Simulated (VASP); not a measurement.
An input for Ansatz (written as the equivalent of a VASP run, and not itself run):

Ansatz 0.2 input:
```yaml
crystal:
  lattice:
    - [2.6708666, -2.6695685, -0.0058199]
    - [2.6708666, 2.6695685, -0.0058199]
    - [-2.6096486, 0.0000000, 4.7795655]
  atoms:
    - { symbol: Ti, position: [0.1281457, 0.8718543, 0.2500000] }
    - { symbol: Ti, position: [0.8718543, 0.1281457, 0.7500000] }
    - { symbol: O, position: [0.3307365, 0.0864132, 0.6646901] }
    - { symbol: O, position: [0.6692635, 0.9135868, 0.3353099] }
    - { symbol: O, position: [0.9135868, 0.6692635, 0.8353099] }
    - { symbol: O, position: [0.0864132, 0.3307365, 0.1646901] }
kpoints:
  mp_grid: { grid: [6, 6, 4] }
hamiltonian:
  xc: r2scan
  pseudopotentials: { kind: paw }
scf:
  occupations: { method: gaussian, width: 0.05 }
  max_iter: 100
relax:
  max_steps: 60
  f_tol: 0.02
  cell: {}
output: { forces: true, stress: true, eigenvalues: true }
```

### Question
Write the VASP files for the same calculation (r2SCAN).

### Answer
One answer among several that fit: 
File KPOINTS:
```
Automatic mesh
0
Gamma
6 6 4
0 0 0
```

### POSCAR
```
TiO2
1
    2.6708666262    -2.6695684849    -0.0058199112
    2.6708666262     2.6695684849    -0.0058199112
   -2.6096485846     0.0000000000     4.7795654633
Ti O
2 4
Direct
  0.1281456628   0.8718543372   0.2500000000
  0.8718543372   0.1281456628   0.7500000000
  0.3307365278   0.0864131954   0.6646900588
  0.6692634722   0.9135868046   0.3353099412
  0.9135868046   0.6692634722   0.8353099412
  0.0864131954   0.3307365278   0.1646900588
```

INCAR:
```
! general
SYSTEM =TiO2
PREC   =Accurate
ENCUT  =520
LREAL  =.False.
LASPH  =.True.

! electronic loop
EDIFF  =1E-6
NELM   =100
ALGO   =Normal
LMAXMIX=4
LMIXTAU=.True.

! smearing
ISMEAR =0
SIGMA  =0.05

! functional
METAGGA=R2SCAN

! ions
IBRION =2
NSW    =60
ISIF   =3
EDIFFG =-0.02

! output
LWAVE  =.False.
LCHARG =.False.
```

POTCAR, in this order: Ti_sv O (PBE.64 set). Program: vasp_std.

The two are equivalent in intent, not identical: each code has its own PAW files, so the cut-off isn't converted (ENCUT is set for VASP's; basis.ecutwfc is left out, and Ansatz then takes the one that its files recommend); Ansatz stops its SCF on the density residual and VASP on the energy change (EDIFF).

The structure comes from a computed database's TiO2 entry (C2/c); how it stands against other phases isn't given here. This run relaxes it. Symmetry was kept, so distortions that lower it aren't found. The start is the result of an earlier pass.
